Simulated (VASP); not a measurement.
Input:

```xyz
6
Lattice="4.1273 0.0000 0.0000 0.0000 6.2179 0.0000 0.0000 0.0000 6.4391" Properties=species:S:1:pos:R:3 pbc="T T T"
Ca     4.1273     0.0000     0.0000
Ca     2.0636     3.1090     3.2195
Cl     4.1273     1.7259     2.1102
Cl     2.0636     4.8348     1.1093
Cl     2.0636     1.3831     5.3298
Cl     0.0000     4.4921     4.3288
```

Method: PBEsol GGA, VASP's PBE PAW potentials (set 64) (plane waves; VASP). Run with 400 eV cut-off, Gaussian smearing of 0.050 eV, potentials Ca_sv Cl.

Give the energies of bands 14 to 27 at the high-symmetry points, in eV from the valence-band maximum.

```
band      Γ      X      S      Y      Z      U      R      T
----  -----  -----  -----  -----  -----  -----  -----  -----
14    -1.83  -2.29  -2.35  -2.18  -1.94  -2.10  -2.39  -2.24
15    -1.80  -1.26  -1.29  -1.28  -1.81  -1.80  -1.96  -1.72
16    -1.45  -1.26  -1.29  -1.28  -1.81  -1.80  -1.96  -1.72
17    -1.21  -1.24  -1.24  -1.23  -1.47  -1.36  -1.25  -1.27
18    -1.18  -1.24  -1.24  -1.23  -1.47  -1.36  -1.25  -1.27
19    -1.14  -1.10  -0.75  -1.13  -1.05  -1.23  -1.04  -1.25
20    -1.12  -1.10  -0.75  -1.13  -1.05  -1.23  -1.04  -1.25
21    -0.40  -0.72  -0.58  -0.75  -0.85  -0.75  -0.41  -0.54
22    -0.14  -0.72  -0.58  -0.75  -0.85  -0.75  -0.41  -0.54
23    -0.12  -0.17  -0.57  -0.28  -0.56  -0.34  -0.31  -0.51
24     0.00  -0.17  -0.57  -0.28  -0.56  -0.34  -0.31  -0.51
25     5.34   5.81   5.65   5.76   6.38   5.84   6.22   5.56
26     5.54   5.81   5.65   5.76   6.38   5.84   6.22   5.56
27     5.94   6.66   6.44   6.68   6.43   6.67   6.24   6.68
```

The gap is direct, 5.34 eV, from the valence maximum at Γ to the conduction minimum at Γ.

Measured: gap 6.90 eV (computed value off by -1.56 eV), as given by Andrés Aguado et al., Journal of the Physical Society of Japan (1999), arXiv:cond-mat/9901145.

The compound is CaCl2 in the sg58 structure. It was relaxed first.
